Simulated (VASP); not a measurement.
Computed with r2SCAN meta-GGA, VASP's PBE PAW potentials (set 64) (plane waves; VASP).

VASP ran on this input.

### INCAR
```
SYSTEM = Li(110) slab
PREC = Normal
ENCUT = 450
EDIFF = 1E-6
NELM = 100
ALGO = Normal
LREAL = .FALSE.
LASPH = .TRUE.
ISMEAR = 1
SIGMA = 0.1
METAGGA = R2SCAN
LMIXTAU = .TRUE.
LWAVE = .FALSE.
LCHARG = .FALSE.
NELMIN = 4
LDIPOL = .TRUE.
IDIPOL = 3
DIPOL = 0.5 0.5 0.5
LVHAR = .TRUE.
LORBIT = 11
```

File POSCAR:
```
Li(110) slab
1
    3.0025223692     0.0000000000     0.0000000000
   -1.0008404586     2.8308048511     0.0000000000
    0.0000000000     0.0000000000    24.7074016882
Li
4
Direct
  0.7500000000   0.2500000000   0.3511354394
  0.2500000000   0.7500000000   0.4505713740
  0.7500000000   0.2500000000   0.5494286260
  0.2500000000   0.7500000000   0.6488645606
```

### KPOINTS
```
K-points
0
gamma
10 10 1
0 0 0
```

POTCAR, in this order: Li_sv (PBE.64 set). Program: vasp_std. Read from the step before: WAVECAR.

Predict the energy per atom (σ→0), band gap (on the k-mesh).

```
Quantity                                                     Value
------------------------  ----------------------------------------
energy per atom (σ→0)                               -2.244 eV/atom
band gap (on the k-mesh)  none (metal, semimetal or under 0.01 eV)
```

### OSZICAR
```
       N       E                     dE             d eps       ncg     rms          rms(c)
DAV:   1    -0.897407623895E+01   -0.89741E+01   -0.16436E-05   708   0.350E-02    0.647E-04
DAV:   2    -0.897407432081E+01    0.19181E-05   -0.10583E-06   782   0.679E-03    0.508E-04
DAV:   3    -0.897407767700E+01   -0.33562E-05   -0.46156E-07   572   0.796E-03    0.334E-04
DAV:   4    -0.897407864089E+01   -0.96389E-06   -0.41404E-07   546   0.745E-03
   1 F= -.89740786E+01 E0= -.89744945E+01  d E =0.124758E-02
```

The cell is a thin slab with vacuum, built from Li (bcc): (110) face.
